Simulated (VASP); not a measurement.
TeS2:

```
Te S
1.0
    -1.97787    1.97787    5.07191
     1.97787   -1.97787    5.07191
     1.97787    1.97787   -5.07191
Te S
1 2
Direct
  0.00000 0.00000 0.00000
  0.39792 0.39792 0.00000
  0.60208 0.60208 0.00000
```

The cell was built by a generator and needn't be a form met in nature.

```yaml
Program: VASP 6.6.1
Task: single point
Functional: PBE
Potentials_or_basis: VASP PAW PBE potentials, release 64 (Te, S)
Cutoff: 520 eV
k_mesh: 9 × 9 × 9
Occupations: fermi-dirac, width 0.05 eV
Spin: no spin polarisation
```

On this cell: pressure -0.3 GPa; largest force 0.052 eV/Å; band gap on the k mesh none (metal or under the smearing width).

The same run follows on a disturbed copy (atoms moved at random, drawn with an rms of 0.05 Å):

```xyz
3
Lattice="-1.9779 1.9779 5.0719 1.9779 -1.9779 5.0719 1.9779 1.9779 -5.0719" Properties=species:S:1:pos:R:3 pbc="T T T"
Te    0.0127    0.0241   -0.0486
S    -0.0051    0.0181    4.0491
S     0.0237    0.0459    6.0673
```

**Question.** What does the disturbed cell give?

**Answer.** The energy (extrapolated to zero smearing) moves by +6.6 meV/atom; pressure 1.1 GPa; largest force 0.866 eV/Å; band gap on the k mesh none (metal or under the smearing width).

Forces on the atoms (eV/Å):
```
Te  -0.017  0.031  0.019
S   -0.039 -0.061 -0.863
S    0.055  0.031  0.843
```

Stress tensor (GPa, compression positive):
```
-0.07  0.02  0.19
 0.02 -0.08  0.19
 0.19  0.19  3.57
```
